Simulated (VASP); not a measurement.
Runs of VASP 6.6.1 on SrTiO3 (Tausonite). It takes space group Pm-3m (No. 221, cubic). Conventional cell: a = 3.913 Å, b = 3.913 Å, c = 3.913 Å, α = 90.00°, β = 90.00°, γ = 90.00°. Sr (site symmetry m-3m) has 12 O at 2.77 Å as nearest neighbours. Ti (site symmetry m-3m) has 6 O at 1.96 Å as nearest neighbours. O (site symmetry 4/mmm) has 2 Ti at 1.96 Å as nearest neighbours. 

| task | cell | gap on the mesh (eV) | pressure (GPa) |
| --- | --- | --- | --- |
| relaxation of the atoms | atoms relaxed from: a relaxed cell with its volume scaled by 1.04 | (a) | -6.4 |
| relaxation of the atoms | atoms relaxed from: a relaxed cell with its volume scaled by 1.02 | 1.81 | -3.4 |
| relaxation of the atoms | atoms relaxed from: a relaxed cell with its volume scaled by 1.06 | 1.73 | -9.1 |
| relaxation of the atoms | atoms relaxed | 1.85 | 0.0 |
| relaxation of the atoms | atoms relaxed from: a relaxed cell with its volume scaled by 0.96 | 1.92 | 7.9 |
| relaxation of the atoms | atoms relaxed from: a relaxed cell with its volume scaled by 0.94 | 1.96 | 12.6 |
| relaxation of cell and atoms | relaxed | 1.85 | 0.0 |
| relaxation of the atoms | atoms relaxed from: a relaxed cell with its volume scaled by 0.98 | (b) | 3.7 |

Alike in all rows: level PBE+D3(BJ); potentials or basis VASP PAW PBE potentials, release 64 (Sr_sv, Ti_sv, O); no spin polarisation; k mesh 8 × 8 × 8; cutoff (eV) 600; smearing gaussian 0.03 eV.

Problem. Fill in the values left out.

Solution. (a) 1.77; (b) 1.88.

Caveats: the relaxation stopped at its first step, so nothing moved (some runs).

A k mesh can miss the band edges, and the runs leave out spin-orbit coupling on Sr.
